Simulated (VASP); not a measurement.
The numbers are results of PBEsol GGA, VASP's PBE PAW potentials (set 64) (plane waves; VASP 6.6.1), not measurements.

Gaps are without spin-orbit coupling.

### Question
Order these relaxed crystals by band gap, smallest first: Mg2ZnP2, P3m1 (156); Li2HfN2, P-3m1 (164); AlGaSb2, R3m (160); HgO, P3_121 (152).

### Answer
AlGaSb2, R3m (160) (0.28 eV), Mg2ZnP2, P3m1 (156) (0.96 eV), HgO, P3_121 (152) (1.20 eV), Li2HfN2, P-3m1 (164) (1.85 eV)
